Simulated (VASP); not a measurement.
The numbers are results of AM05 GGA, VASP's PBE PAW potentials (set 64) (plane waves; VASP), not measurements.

A VASP calculation is set up with these files.

### POSCAR
```
SnSe2
1.0
  1.9099701979  -3.3081656366   0.0000000000
  1.9099701979   3.3081656366   0.0000000000
  0.0000000000   0.0000000000   6.7841183465
Sn Se
1 2
direct
  1.0000000000   0.0000000000   0.0000000000
  0.3333330000   0.6666670000   0.2329480830
  0.6666670000   0.3333330000   0.7670519170
```

**INCAR**
```
SYSTEM = SnSe2
PREC = Accurate
ENCUT = 520
EDIFF = 1E-7
NELM = 100
ALGO = Normal
LREAL = .FALSE.
LASPH = .TRUE.
ISMEAR = 0
SIGMA = 0.05
GGA = AM
LMAXMIX = 4
LWAVE = .FALSE.
LCHARG = .FALSE.
ISIF = 4
IBRION = 2
NSW = 30
EDIFFG = -0.01
```

### KPOINTS
```
kpoints
0
gamma
 7 7 4
0 0 0
```

POTCAR, in this order: Sn_d Se (PBE.64 set). Program: vasp_std.

Output

File OSZICAR:
```
       N       E                     dE             d eps       ncg     rms          rms(c)
DAV:   1     0.195377734643E+03    0.19538E+03   -0.12356E+04   952   0.167E+03
DAV:   2     0.880084921322E+01   -0.18658E+03   -0.18378E+03  1043   0.376E+02
DAV:   3    -0.118641989161E+02   -0.20665E+02   -0.20191E+02  1227   0.119E+02
DAV:   4    -0.124910255870E+02   -0.62683E+00   -0.62589E+00  1167   0.224E+01
DAV:   5    -0.125062968902E+02   -0.15271E-01   -0.15269E-01  1456   0.351E+00    0.487E+00
DAV:   6    -0.122577393159E+02    0.24856E+00   -0.56524E-01  1447   0.888E+00    0.309E+00
DAV:   7    -0.122315507488E+02    0.26189E-01   -0.16047E-01  1191   0.305E+00    0.869E-01
DAV:   8    -0.122306330870E+02    0.91766E-03   -0.13610E-02  1239   0.121E+00    0.252E-01
DAV:   9    -0.122311416717E+02   -0.50858E-03   -0.14236E-03  1099   0.312E-01    0.752E-02
DAV:  10    -0.122311910444E+02   -0.49373E-04   -0.13007E-04  1374   0.861E-02    0.288E-02
DAV:  11    -0.122312476118E+02   -0.56567E-04   -0.88967E-05  1060   0.543E-02    0.887E-03
DAV:  12    -0.122312486107E+02   -0.99890E-06   -0.23855E-06  1307   0.132E-02    0.673E-03
DAV:  13    -0.122312513662E+02   -0.27556E-05   -0.60144E-06  1028   0.133E-02    0.178E-03
DAV:  14    -0.122312514591E+02   -0.92823E-07   -0.13927E-07  1088   0.265E-03
   1 F= -.12231251E+02 E0= -.12231251E+02  d E =-.122313E+02
       N       E                     dE             d eps       ncg     rms          rms(c)
DAV:   1    -0.122314690163E+02   -0.21765E-03   -0.62396E-03   969   0.568E-01    0.660E-02
DAV:   2    -0.122313593886E+02    0.10963E-03   -0.38347E-04  1268   0.246E-01    0.388E-02
DAV:   3    -0.122313117238E+02    0.47665E-04   -0.10200E-04  1211   0.117E-01    0.142E-02
DAV:   4    -0.122313091888E+02    0.25350E-05   -0.18149E-05  1208   0.417E-02    0.410E-03
DAV:   5    -0.122313092770E+02   -0.88275E-07   -0.21983E-06  1367   0.127E-02    0.175E-03
DAV:   6    -0.122313094014E+02   -0.12440E-06   -0.33688E-07  1101   0.641E-03    0.385E-04
DAV:   7    -0.122313094176E+02   -0.16174E-07   -0.49548E-08   550   0.250E-03
   2 F= -.12231309E+02 E0= -.12231309E+02  d E =-.579585E-04
```

OUTCAR:
```
------------------------ aborting loop because EDIFF is reached ----------------------------------------
  FORCE on cell =-STRESS in cart. coord.  units (eV):
  Direction    XX          YY          ZZ          XY          YZ          ZX
  --------------------------------------------------------------------------------------
  Total       -0.0079752     -0.0079752      0.0357697     -0.0000000      0.0000000      0.0000000
  in kB       -0.1490432     -0.1490432      0.6684802     -0.0000000      0.0000000      0.0000000
  external PRESSURE =       0.1234646 kB  Pullay stress =       0.0000000 kB
  volume of cell :       85.73
      direct lattice vectors                 reciprocal lattice vectors
     1.909120774 -3.306694391  0.000000000     0.261900665 -0.151208410  0.000000000
     1.909120774  3.306694391  0.000000000     0.261900665  0.151208410  0.000000000
     0.000000000  0.000000000  6.790156599     0.000000000  0.000000000  0.147272008
 POSITION                                       TOTAL-FORCE (eV/Angst)
 -----------------------------------------------------------------------------------
      1.90912     -3.30669      0.00000         0.000000      0.000000      0.000000
      1.90912      1.10223      1.58162        -0.000000      0.000000     -0.009670
      1.90912     -1.10223      5.20853        -0.000000     -0.000000      0.009670
 -----------------------------------------------------------------------------------
    total drift:                                0.000000     -0.000000     -0.000000
  FREE ENERGIE OF THE ION-ELECTRON SYSTEM (eV)
  ---------------------------------------------------
  free  energy   TOTEN  =       -12.2313094176 eV

  energy  without entropy=      -12.2313094176  energy(sigma->0) =      -12.23130942

 reached required accuracy - stopping structural energy minimisation
```
(Selected blocks of OUTCAR.)

### CONTCAR
```
SnSe2
   1.00000000000000
     1.9091207737650999   -3.3066943905638277    0.0000000000000000
     1.9091207737650999    3.3066943905638277    0.0000000000000000
     0.0000000000000000    0.0000000000000000    6.7901565985255168
  Sn              Se
     1     2
Direct
     1.0000000000000000    0.0000000000000000    0.0000000000000000
     0.3333330000000032    0.6666669999999968    0.2329290247383031
     0.6666669999999968    0.3333330000000032    0.7670709752616969
```

OUTCAR:
```
 val. band max:        3.0435419171   @ k =   0.1429   0.0000   0.2500

 cond. band min:       3.8343168220   @ k =   0.4286   0.0000   0.5000


 Fermi energy:         3.3386922418

 k-point     1 :       0.0000    0.0000    0.0000
  band No.  band energies     occupation
      1     -18.0543      2.00000
      2     -18.0543      2.00000
      3     -18.0201      2.00000
      4     -18.0070      2.00000
      5     -18.0070      2.00000
      6     -10.6049      2.00000
      7      -9.1356      2.00000
      8      -2.8324      2.00000
      9       2.5154      2.00000
     10       2.5415      2.00000
     11       2.5415      2.00000
     12       2.9020      2.00000
     13       2.9020      2.00000
     14       4.2225      0.00000
     15       6.1226      0.00000
     16       7.6670      0.00000
     17       7.6671      0.00000

 k-point     2 :       0.1429    0.0000    0.0000
  band No.  band energies     occupation
      1     -18.0625      2.00000
      2     -18.0468      2.00000
      3     -18.0154      2.00000
      4     -18.0113      2.00000
      5     -18.0064      2.00000
      6     -10.4077      2.00000
      7      -9.0032      2.00000
      8      -2.8440      2.00000
      9       1.0021      2.00000
     10       1.9124      2.00000
     11       1.9573      2.00000
     12       2.5945      2.00000
     13       3.0380      2.00000
     14       5.1959      0.00000
     15       6.7511      0.00000
     16       7.6578      0.00000
     17       8.0680      0.00000

 k-point     3 :       0.2857   -0.0000    0.0000
  band No.  band energies     occupation
      1     -18.0843      2.00000
      2     -18.0350      2.00000
      3     -18.0235      2.00000
      4     -18.0000      2.00000
      5     -17.9988      2.00000
      6      -9.8633      2.00000
      7      -8.7096      2.00000
      8      -3.1854      2.00000
      9      -0.5254      2.00000
     10       0.7025      2.00000
     11       1.2120      2.00000
...
```

Without a dispersion term in the relaxation, distances and binding between the weakly bound layers, chains or molecules are unreliable, and so is what depends on them. Unless said otherwise, spin-orbit coupling is left out, though it shifts the bands of the heavy elements here.

The compound is SnSe2 in the 1T layered structure. This run relaxes it. Symmetry was kept, so distortions that lower it aren't found.
